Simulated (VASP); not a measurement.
# PdC18 in VASP: a series of runs, part 2 of 2

VASP 6.6.1.

## 3. Single point, PBE

INCAR reads:

```
PREC     = Accurate       # precision mode
ENCUT    = 520            # plane-wave cutoff, eV
EDIFF    = 1E-7           # SCF threshold, eV
ISMEAR   = 0              # smearing method
SIGMA    = 0.02           # smearing width, eV
LREAL    = Auto         
LASPH    = True           # aspherical terms in the spheres
NELM     = 80             # most SCF steps
ALGO     = Fast           # electronic algorithm
ISIF     = 2              # what is computed and relaxed
LWAVE    = False          # write WAVECAR
LCHARG   = False          # write CHGCAR
GGA      = PE             # functional
NBANDS   = 56             # bands
```

KPOINTS reads:

```
regular mesh
0
Gamma
  2 2 1
```

POSCAR reads:

```
PdC18
1.0
    7.3980000000      0.0000000000      0.0000000000
   -3.6990000000      6.4068560000      0.0000000000
    0.0000000000      0.0000000000     13.0000000000
C Pd
18 1
Direct
    0.0033196691      0.0035371483      0.0755725385
    0.2253719174      0.1154099608      0.0759323846
    0.0026884540      0.3359576054      0.0728923077
    0.2249469200      0.4485126558      0.0743388462
    0.0032776757      0.6691030671      0.0752148462
    0.2253365135      0.7819520214      0.0744384615
    0.3360678712      0.0027667236      0.0759244615
    0.5585698141      0.1154524154      0.0752635385
    0.3347550012      0.3351036764      0.0784682308
    0.5578279579      0.4468386678      0.0854440769
    0.3354435367      0.6693563895      0.0742982308
    0.5575930655      0.7834310620      0.0775029231
    0.6695128797      0.0032796117      0.0745346154
    0.8920231877      0.1152769783      0.0743076154
    0.6699255719      0.3353415466      0.0776453846
    0.8921698994      0.4484795663      0.0736919231
    0.6700224403      0.6712808903      0.0845755385
    0.8943096065      0.7834905295      0.0794290000
    0.6500951834      0.6176129134      0.2436023846
```

Potentials or basis: VASP PAW PBE potentials, release 64 (C, Pd).

On the command line:

```bash
$ cat potpaw_PBE.64/C/POTCAR potpaw_PBE.64/Pd/POTCAR > POTCAR
$ mpirun -np 1 vasp_std > vasp.out
```

OUTCAR:

```text
PREC = Accurate
   ENCUT = 520
   EDIFF = 1E-7
   ISMEAR = 0
   LREAL = Auto
   LASPH = True
   NELM = 80
   ISIF = 2
   GGA = PE

 ion  position               nearest neighbor table
   1  0.003  0.004  0.076-  18 1.41   2 1.42  14 1.43
   2  0.225  0.115  0.076-   9 1.41   1 1.42   7 1.43
   3  0.003  0.336  0.073-  14 1.41   4 1.42  16 1.43
   4  0.225  0.449  0.074-  11 1.41   3 1.42   9 1.43
   5  0.003  0.669  0.075-  16 1.41   6 1.42  18 1.43
   6  0.225  0.782  0.074-   7 1.41   5 1.42  11 1.43
   7  0.336  0.003  0.076-   6 1.41   8 1.43   2 1.43
   8  0.559  0.115  0.075-  15 1.41   7 1.43  13 1.43
   9  0.335  0.335  0.078-   2 1.41   4 1.43  10 1.43
  10  0.558  0.447  0.085-   9 1.43  15 1.44  17 1.44  19 2.33
  11  0.335  0.669  0.074-   4 1.41  12 1.42   6 1.43
  12  0.558  0.783  0.078-  13 1.41  11 1.42  17 1.44  19 2.73
  13  0.670  0.003  0.075-  12 1.41  14 1.43   8 1.43
  14  0.892  0.115  0.074-   3 1.41  13 1.43   1 1.43
  15  0.670  0.335  0.078-   8 1.41  16 1.42  10 1.44
  16  0.892  0.448  0.074-   5 1.41  15 1.42   3 1.43
  17  0.670  0.671  0.085-  10 1.44  18 1.44  12 1.44  19 2.10
  18  0.894  0.783  0.079-   1 1.41   5 1.43  17 1.44  19 2.67
[... 211 lines left out ...]
      1     -20.8942      2.00000
      2     -18.4769      2.00000
      3     -18.3276      2.00000
      4     -18.2939      2.00000
      5     -18.2587      2.00000
      6     -18.2432      2.00000
[... 213 lines left out ...]
     52       3.5808      0.00000
     53       4.9284      0.00000
 [bands above 53 left out]

------------------------ aborting loop because EDIFF is reached ----------------------------------------

  FORCE on cell =-STRESS in cart. coord.  units (eV):
  Direction    XX          YY          ZZ          XY          YZ          ZX
  --------------------------------------------------------------------------------------
  -------------------------------------------------------------------------------------
  Total        7.6130031      0.8787867     -0.1115835     -1.3558855     -0.3030126      0.0280868
  in kB       19.7953847      2.2850275     -0.2901402     -3.5255832     -0.7878955      0.0730316
  external PRESSURE =       7.2634240 kB  Pullay stress =       0.0000000 kB

 VOLUME and BASIS-vectors are now :
 -----------------------------------------------------------------------------
  energy-cutoff  :      520.00
  volume of cell :      616.17
      direct lattice vectors                 reciprocal lattice vectors
     7.398000000  0.000000000  0.000000000     0.135171668  0.078041398  0.000000000
    -3.699000000  6.406856000  0.000000000     0.000000000  0.156082796  0.000000000
     0.000000000  0.000000000 13.000000000     0.000000000  0.000000000  0.076923077

 POSITION                                       TOTAL-FORCE (eV/Angst)
 -----------------------------------------------------------------------------------
      0.01148      0.02266      0.98244         0.026580      0.011325     -0.006724
      1.24040      0.73941      0.98712        -0.032711     -0.003224     -0.002234
     -1.22282      2.15243      0.94760         0.027264      0.017925      0.002658
      0.00511      2.87356      0.96641        -0.022543     -0.005512      0.002487
     -2.45076      4.28685      0.97779         0.026475      0.014284     -0.016559
     -1.22540      5.00985      0.96770        -0.027561     -0.004389     -0.010819
[... 11 lines left out ...]
      3.71797      5.01971      1.03258        -0.024948     -0.006549     -0.012473
      2.52485      3.95696      3.16683         0.013422     -0.141139      0.003264
 -----------------------------------------------------------------------------------
    total drift:                                0.005522     -0.013184      0.028207

  FREE ENERGIE OF THE ION-ELECTRON SYSTEM (eV)
  ---------------------------------------------------
  free  energy   TOTEN  =      -168.2523929585 eV

  energy  without entropy=     -168.2521190342  energy(sigma->0) =     -168.25225600
```

OSZICAR:

```text
N       E                     dE             d eps       ncg     rms          rms(c)
DAV:   1     0.680000209915E+03    0.68000E+03   -0.32880E+04   448   0.116E+03
DAV:   2    -0.745276822840E+02   -0.75453E+03   -0.71982E+03   656   0.279E+02
DAV:   3    -0.178994241588E+03   -0.10447E+03   -0.10302E+03   536   0.108E+02
[... 20 lines left out ...]
RMM:  24    -0.168252390495E+03   -0.62805E-05   -0.14767E-06   471   0.172E-03    0.407E-04
RMM:  25    -0.168252391718E+03   -0.12227E-05   -0.39968E-07   437   0.970E-04    0.434E-04
RMM:  26    -0.168252392743E+03   -0.10253E-05   -0.14737E-07   360   0.652E-04    0.275E-04
RMM:  27    -0.168252392917E+03   -0.17391E-06   -0.44853E-08   320   0.482E-04    0.971E-05
RMM:  28    -0.168252392959E+03   -0.41819E-07   -0.12491E-08   268   0.332E-04
   1 F= -.16825239E+03 E0= -.16825226E+03  d E =-.273924E-03
```

Wall time 9.6 min (1 thread of Intel Xeon Platinum 8259CL at 2.50GHz (Skylake/Cascade Lake), shared host); peak memory 0.65 GiB.

Results:

- Free energy: -168.2524 eV
- Largest force: 0.142 eV/Å
- Band gap on the k mesh: 0.07 eV, direct

Forces on the atoms (eV/Å):
```
C    0.027  0.011 -0.007
C   -0.033 -0.003 -0.002
C    0.027  0.018  0.003
C   -0.023 -0.006  0.002
C    0.026  0.014 -0.017
C   -0.028 -0.004 -0.011
C    0.034  0.019  0.002
C   -0.024 -0.014  0.004
C    0.009  0.023  0.006
C   -0.028 -0.004  0.062
C    0.037  0.023 -0.012
C   -0.035  0.002 -0.027
C    0.029  0.006  0.006
C   -0.029 -0.001  0.007
C    0.050  0.027  0.010
C   -0.032 -0.002  0.003
C    0.005  0.039 -0.020
C   -0.025 -0.007 -0.012
Pd   0.013 -0.141  0.003
```

Caveat: the k mesh is coarse (spacing up to 0.49 Å⁻¹), so the values aren't converged. A hybrid or GW would open this gap; PBE tends to underestimate it.

## 4. Single point, PBE

INCAR reads:

```
PREC = Accurate
ENCUT = 520
EDIFF = 1E-6
ISMEAR = 0
SIGMA = 0.02
LREAL = Auto
LASPH = T
NELM = 80
ALGO = Fast
ISIF = 2
LWAVE = F
LCHARG = F
GGA = PE
NBANDS = 56
```

KPOINTS reads:

```
Automatic mesh
0
Gamma
  2 2 1
```

POSCAR reads:

```
PdC18
1.0
    7.3980000000      0.0000000000      0.0000000000
   -3.6990000000      6.4068560000      0.0000000000
    0.0000000000      0.0000000000     13.0000000000
C Pd
18 1
Direct
    0.0028681466      0.0056249118      0.0768238462
    0.2249665833      0.1160815851      0.0755818462
    0.0036739115      0.3379642058      0.0726694615
    0.2236584537      0.4478254233      0.0746520000
    0.0025919661      0.6696108044      0.0766996154
    0.2251728274      0.7813659305      0.0755633077
    0.3369131295      0.0045761915      0.0759190000
    0.5571337101      0.1145710158      0.0748838462
    0.3344569866      0.3359396559      0.0759435385
    0.5574684538      0.4458285000      0.0792590769
    0.3347704357      0.6711742858      0.0758676154
    0.5572801469      0.7838911941      0.0790030769
    0.6689175703      0.0041430617      0.0750856923
    0.8920544111      0.1150206903      0.0737849231
    0.6692065159      0.3373935671      0.0750873077
    0.8918242584      0.4493178870      0.0735698462
    0.6695334542      0.6708944293      0.0831525385
    0.8926707363      0.7823325513      0.0823217692
    0.6768370918      0.6749429049      0.2433626154
```

On the command line:

```bash
$ cat potpaw_PBE.64/C/POTCAR potpaw_PBE.64/Pd/POTCAR > POTCAR
$ mpirun -np 1 vasp_std > vasp.out
```

Wall time 7.5 min (1 thread of Intel Xeon Platinum 8259CL at 2.50GHz (Skylake/Cascade Lake), shared host); peak memory 0.66 GiB.

Results (log left out):

* Free energy: -168.2129 eV
* Largest force: 0.054 eV/Å
* Band gap on the k mesh: 0.05 eV, direct

Forces in eV/Å, atoms in the order of the input:
```
C    0.006 -0.026 -0.002
C   -0.007  0.026 -0.004
C    0.011 -0.037  0.003
C   -0.016  0.034  0.001
C    0.014 -0.045 -0.007
C   -0.001  0.045 -0.002
C    0.013 -0.037  0.004
C   -0.007  0.033 -0.006
C    0.011 -0.024  0.001
C   -0.001  0.035  0.000
C    0.003 -0.037 -0.006
C   -0.013  0.032 -0.021
C    0.005 -0.036 -0.001
C   -0.007  0.034  0.000
C   -0.002 -0.029 -0.006
C   -0.003  0.030  0.003
C   -0.023 -0.032 -0.025
C   -0.012  0.029  0.044
Pd   0.027  0.005  0.024
```

Levels at points of the mesh, in eV from the valence-band top:
```csv
k point,band 37,band 38,band 39,band 40,band 41,band 42,band 43,band 44,band 45,band 46
"(0.00, 0.00, 0.00)",-1.67,-1.45,-1.44,-0.12,0.00,0.05,0.15,0.86,3.37,3.98
"(0.50, 0.00, 0.00)",-1.52,-1.52,-1.38,-1.23,-1.19,0.88,1.58,2.33,2.37,2.44
"(0.00, 0.50, 0.00)",-1.53,-1.51,-1.44,-1.22,-1.15,0.89,1.58,2.34,2.37,2.43
"(0.50, 0.50, 0.00)",-1.53,-1.51,-1.44,-1.22,-1.14,0.89,1.57,2.34,2.37,2.43
```

Caveat: the k mesh is coarse (spacing up to 0.49 Å⁻¹), so the values aren't converged.
